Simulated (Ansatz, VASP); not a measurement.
# HfSc (HfSc in the Bh ordering) in two plane-wave programs, part 2 of 2

One calculation is typed for both programs; each brings its own data sets. How far apart do they land? The cell is generated by rule, not measured, and may not be a known phase. The cell is taken from a series of runs on this material, whose earlier steps may have relaxed, scaled, displaced or heated it; both programs get it as it stands.

VASP 6.6.1 and Ansatz 0.2.0.

So far: Starting point; VASP: relaxation of cell and atoms, PBEsol; Ansatz: relaxation of cell and atoms, PBEsol; Side by side.

### 5. VASP: zone-centre phonons, PBEsol

Level of this step: PBEsol; plane waves and PAW (Hf_pv, Sc_sv); invented cell (VASP).

Second derivatives magnify differences that forces hide, and they need a tight electronic threshold.

Contents of INCAR:

```
SYSTEM = HfSc
PREC = Accurate
ENCUT = 500
EDIFF = 1E-08
NELM = 120
ISMEAR = 1
SIGMA = 0.2
LREAL = .FALSE.
ALGO = Normal
GGA = PS
NBANDS = 16
LASPH = .TRUE.
LORBIT = 11
LWAVE = .FALSE.
LCHARG = .FALSE.
ISIF = 2
IBRION = 8
GGA_COMPAT = .FALSE.
KPAR = 2
```

Contents of POSCAR:

```
HfSc
1.0
    3.1978386038     -0.0000028616      0.0000000000
   -1.5989168237      2.7694108989      0.0000000000
    0.0000000000      0.0000000000      5.0237091282
Hf Sc
1 1
Direct
    0.3333333333      0.6666666667      0.2500000000
    0.6666666667      0.3333333333      0.7500000000
```

Contents of KPOINTS:

```
Automatic mesh
0
Gamma
6 6 3
0 0 0
```

Potentials, in the order of the species: Hf_pv and Sc_sv (PBE family, release 64).

The run is started by

```
> mpirun -np 2 vasp_std
```

Numbers of over 12 decimals in the logs are rounded to 6 here.

The log of the run:

```text
[banner, memory and clock lines left out]
running    2 mpi-ranks, on    1 nodes
[...]
[... a notice as in an earlier step ...]

 LDA part: xc-table for (Slater+PW92), standard interpolation
 POSCAR, INCAR and KPOINTS ok, starting setup
[...]
entering main loop
       N       E                     dE             d eps       ncg     rms          rms(c)
DAV:   1     0.170617022892E+03    0.17062E+03   -0.11088E+04   448   0.126E+03
DAV:   2    -0.108199568755E+02   -0.18144E+03   -0.17979E+03   456   0.401E+02
DAV:   3    -0.181456568998E+02   -0.73257E+01   -0.72259E+01   680   0.794E+01
DAV:   4    -0.182632162443E+02   -0.11756E+00   -0.11740E+00   568   0.100E+01
[...]
DAV:  15    -0.170760528810E+02    0.14069E-07   -0.17907E-08   488   0.115E-03    0.460E-04
DAV:  16    -0.170760528930E+02   -0.12031E-07   -0.17371E-09   440   0.435E-04    0.112E-04
DAV:  17    -0.170760528941E+02   -0.10268E-08   -0.25539E-10   312   0.210E-04
   1 F= -.17076053E+02 E0= -.17069900E+02  d E =-.184590E-01
[...]
RMM:  18    -0.733994350395E+00   -0.49310E-08   -0.22542E-07  2156   0.853E-05    0.218E-05
RMM:  19    -0.733994374006E+00   -0.23611E-07   -0.15884E-07  2267   0.773E-05    0.190E-05
RMM:  20    -0.733994374674E+00   -0.66783E-09   -0.10848E-07  1842   0.708E-05    0.198E-05
 first order change of Fermi-energy  -0.73829E-04
 force on displaced ion       2 direction 1 :  -1.351  -0.000   0.000
 Linear response progress:
  Degree of freedom:   4/  4
       N       E                     dE             d eps       ncg     rms          rms(c)
RMM:   1    -0.813256995827E+00   -0.81326E+00   -0.67003E+01   564   0.176E+02
RMM:   2    -0.812124005900E+00    0.11330E-02   -0.15871E-01   809   0.377E+00    0.380E-01
RMM:   3    -0.812123842716E+00    0.16318E-06   -0.18896E-02   922   0.942E-01    0.122E-01
RMM:   4    -0.810981969622E+00    0.11419E-02   -0.12267E-03  1047   0.271E-01    0.241E-02
[...]
RMM:  17    -0.810735731821E+00    0.19584E-07   -0.18220E-07   752   0.601E-05    0.676E-06
RMM:  18    -0.810735774498E+00   -0.42676E-07   -0.18761E-07   958   0.554E-05    0.516E-06
RMM:  19    -0.810735769915E+00    0.45827E-08   -0.58841E-08   767   0.514E-05    0.449E-06
 first order change of Fermi-energy  -0.70503E-03
 force on displaced ion       2 direction 3 :   0.000  -0.000  -3.688
 Linear response finished
```

OUTCAR, selected parts (step 5):

```text
  Total       -0.0637380     -0.0637380     -0.2372856      0.0000000      0.0000000      0.0000000
  in kB       -2.2953075     -2.2953075     -8.5450338      0.0000000      0.0000000      0.0000000
  external PRESSURE =      -4.3785496 kB  Pullay stress =       0.0000000 kB

 POSITION                                       TOTAL-FORCE (eV/Angst)
 -----------------------------------------------------------------------------------
      0.00000      1.84627      1.25593        -0.000000      0.000000     -0.000000
      1.59892      0.92314      3.76778         0.000000     -0.000000      0.000000
 -----------------------------------------------------------------------------------
    total drift:                               -0.000000      0.000000      0.000000

[... 2 further parts left out ...]
```

### 6. Ansatz: zone-centre phonons, PBEsol

The same cell, functional, mesh and smearing now go to Ansatz, which takes its cutoff from its data sets.

The cell is taken from a series of runs on this material, whose earlier steps may have relaxed, scaled, displaced or heated it; both programs get it as it stands.

Contents of input.yaml:

```yaml
crystal:
  lattice:
    - [3.1978386038, -2.8616e-06, 0.0]
    - [-1.5989168237, 2.7694108989, 0.0]
    - [0.0, 0.0, 5.0237091282]
  atoms:
    - { symbol: Hf, position: [0.3333333333, 0.6666666667, 0.25] }
    - { symbol: Sc, position: [0.6666666667, 0.3333333333, 0.75] }
kpoints:
  mp_grid: { grid: [6, 6, 3] }
hamiltonian:
  xc: pbesol
scf:
  occupations: { method: methfessel_paxton, width: 0.2 }
output:
  eigenvalues: true
phonons:
  method: dfpt
  qmesh: [2, 2, 1]
  temperatures: { t_max: 1000, t_step: 50 }
  qpath:
    path:
      - [[0.0, 0.0, 0.0], [0.5, 0.0, 0.0], [0.33333333, 0.33333333, 0.0], [0.0, 0.0, 0.0], [0.0, 0.0, 0.5], [0.5, 0.0, 0.5], [0.33333333, 0.33333333, 0.5], [0.0, 0.0, 0.5]]
      - [[0.5, 0.0, 0.5], [0.5, 0.0, 0.0]]
      - [[0.33333333, 0.33333333, 0.5], [0.33333333, 0.33333333, 0.0]]
    npoints: 10
```

The run is started by

```
> ansatz run input.yaml --threads 4 --pin off --max-ram 8192MiB --backend cpu --events-out ev --progress --plain --runs-dir out
```

The log of the run:

```text
[...]
Crystal: 2 atoms, lattice volume = 44.491 Å³
Basis set: ecut = 420 eV, 881 PW (Γ), exchange–correlation on 48×48×72 points (8 copies of the dense FFT grid, shifted against one another)
Bands: 23, of which v1, the nominal top of the filled ones, is band 19 counted from 1 (18 counted from 0)
Symmetry: 12 space group operations
k-points: 14 of 108 (time reversal used)
[...]
largest difference from the sums on the solved wave vectors: F 1.57e-1 eV, S 2.21e-4 and C_V 6.46e-5 eV/K
  zero-point energy: 0.046639 eV/cell   skipped modes (ω ≤ 0): 3   left out of the sums: 8.61e-5 of the cell's modes: C_V's classical limit lies that fraction below 3 k_B per atom; for a crystal, a wire or a layer, F and S can be off by more, and a phonons.interpolated_qmesh denser along its periods is the remedy for the sampling
[key lines of the parts left out:]
SCF converged after 11 iterations
Free energy (F): -17709.372611 eV
Fermi energy:    14.962778 eV
```

### 7. Comparison

What differs besides the data sets and the points named for the pairs above, as far as they apply: VASP's run holds the zone centre alone; the data sets hold 37 valence electrons in Ansatz (on its default PAW (the set named soft_2) files) and 21 in VASP. Total energies have different zeros and are not compared.

Both answers:

```tsv
quantity	Ansatz	VASP	difference
optical mode 1 to 2 (cm⁻¹)	102.1	101.3	+0.78 %
optical mode 3 (cm⁻¹)	167.9	167.1	+0.50 %
```

Modes are paired by rising frequency, not by their patterns, so a pair may set unlike modes beside each other; they are those without the splitting of longitudinal modes.

### 8. Outcome

```
difference in volume (relaxation of cell and atoms, PBEsol)                                                          : 0.12 %
r.m.s. difference of the optical zone-centre modes, each program's sorted by frequency (zone-centre phonons, PBEsol) : 0.81 cm⁻¹
difference in optical mode 1 to 2 (zone-centre phonons, PBEsol)                                                      : +0.8 %
```

The difference in volume is 0.12 % (relaxation of cell and atoms, PBEsol), within the 1.2 % picked in this series as the mark of a large difference, as far as the stopping tolerances let one tell. The data sets hold unlike numbers of valence electrons (37 in Ansatz and 21 in VASP), so part of the differences comes from the potentials. Among the rows given in per cent, the largest difference of the zone-centre phonons, PBEsol pair is in optical mode 1 to 2, +0.8 %. 1 further run of this series is not shown here. Such differences can come from data sets, numerical settings and the points named under the comparisons, not from the functional's error against experiment.

[Lines on the potential files, build, host, timing and source positions are cut from VASP's logs without a mark.]

[Logs are printed without paths, hosts, clocks, repeated set-up lines and the standing remarks that a program may print on its own settings, such as how far it seeks lower states.]

[Hosts, paths, dates, database ids (printed as entryN), source tags and the programs' standing remarks are cut or masked in the printed files.]
